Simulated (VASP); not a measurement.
Input:

```
CELL_PARAMETERS angstrom
      5.09173     0.00000     0.00000
     -2.54586     4.40956     0.00000
      0.00000     0.00000     5.20229
ATOMIC_POSITIONS crystal
  K  0.33333 0.66667 0.77345
  K  0.66667 0.33333 0.22655
  Pt 0.00000 0.00000 0.50000
  C  0.00000 0.00000 0.87771
  C  0.00000 0.00000 0.12229
```

Computed with PBEsol GGA with spin-orbit coupling, VASP's PBE PAW potentials (set 64) (plane waves; VASP). Run with 520 eV cut-off, 5×5×4 Γ-centred mesh, Gaussian smearing of 0.050 eV, potentials K_sv Pt C.

Q: Give the energies of bands 27 to 40 at the high-symmetry points, in eV from the valence-band maximum.

A: 
| band | Γ | M | K | A | L | H |
|---|---|---|---|---|---|---|
| 27 | -3.12 | -3.04 | -3.12 | -2.54 | -2.29 | -2.26 |
| 28 | -3.12 | -3.04 | -3.12 | -2.54 | -2.29 | -2.26 |
| 29 | -2.93 | -2.93 | -2.91 | -2.28 | -2.01 | -1.96 |
| 30 | -2.93 | -2.93 | -2.91 | -2.28 | -2.01 | -1.96 |
| 31 | -2.48 | -1.98 | -1.93 | -1.26 | -1.19 | -1.22 |
| 32 | -2.48 | -1.98 | -1.93 | -1.26 | -1.19 | -1.22 |
| 33 | -1.94 | -1.74 | -1.67 | -0.41 | -0.43 | -0.45 |
| 34 | -1.94 | -1.74 | -1.67 | -0.41 | -0.43 | -0.45 |
| 35 | -1.25 | -1.20 | -1.24 | 0.00 | -0.04 | -0.07 |
| 36 | -1.25 | -1.20 | -1.24 | 0.00 | -0.04 | -0.07 |
| 37 | 3.46 | 1.90 | 2.31 | 1.62 | 0.61 | 1.07 |
| 38 | 3.46 | 1.90 | 2.31 | 1.62 | 0.61 | 1.07 |
| 39 | 3.89 | 3.33 | 2.39 | 1.95 | 2.02 | 1.34 |
| 40 | 3.89 | 3.33 | 2.39 | 1.95 | 2.02 | 1.34 |

The gap is indirect, 0.61 eV, from the valence maximum at A to the conduction minimum at L.

The structure comes from a computed database's K2PtC2 entry (P-3m1); how it stands against other phases isn't given here. It was relaxed first.
